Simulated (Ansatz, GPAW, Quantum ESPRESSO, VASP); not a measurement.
## One structure in several programs: Be5Co (F-43m, 6 atoms in the cell)

Self-consistent single point.

```
CELL_PARAMETERS angstrom
      0.00000     2.88393     2.88393
      2.88393     0.00000     2.88393
      2.88393     2.88393     0.00000
ATOMIC_POSITIONS crystal
  Be 0.25000 0.25000 0.25000
  Be 0.62557 0.62557 0.12329
  Be 0.62557 0.12329 0.62557
  Be 0.62557 0.62557 0.62557
  Be 0.12329 0.62557 0.62557
  Co 0.00000 0.00000 0.00000
```

Shared settings, as Ansatz (an electronic-structure program) writes them: kpoints.mp_grid.grid = 8 8 8; scf.occupations.method = fermi_dirac; scf.occupations.width = 0.0073 Ry. Potentials and cutoffs stand in the table.

```csv
code,model,pressure (GPa),largest force (eV/Å),cutoff
VASP,"PBEsol, VASP's PBE PAW potentials (set 64)",-1.22,0.017,300 eV
Quantum ESPRESSO,"PBEsol, PSlibrary ultrasoft (PBE) pseudopotentials",-2.38,0.030,50 Ry
GPAW,"PBEsol, GPAW PAW datasets PBEsol (made by gpaw-setup)",-1.46,0.023,850 eV
Ansatz,"PBEsol, PAW files made with PBE",-1.72,0.025,30.9 Ry
```

On Ansatz's run: spin polarisation is off.

The spread over the programs that give each value: pressure within 1.16 GPa; largest force within 0.013 eV/Å.

Ansatz's pressure is given at a fixed set of plane waves, as the other plane-wave codes print theirs; with its correction for the finite basis it is -1.68 GPa.

VASP's run is marked for a possible Pulay error in its stress at this cutoff; no cutoff test was made.

The starting cell comes from a database of computed structures (which also holds hypothetical and non-ambient phases and stackings), without a prior relaxation at this level.

Left out of this page: ABINIT, CP2K, Elk and FLEUR (not drawn, or without a comparable value); SIESTA (unsound by tests on forces, stress, charge or solver warnings).

Keys are those of Ansatz 0.2.
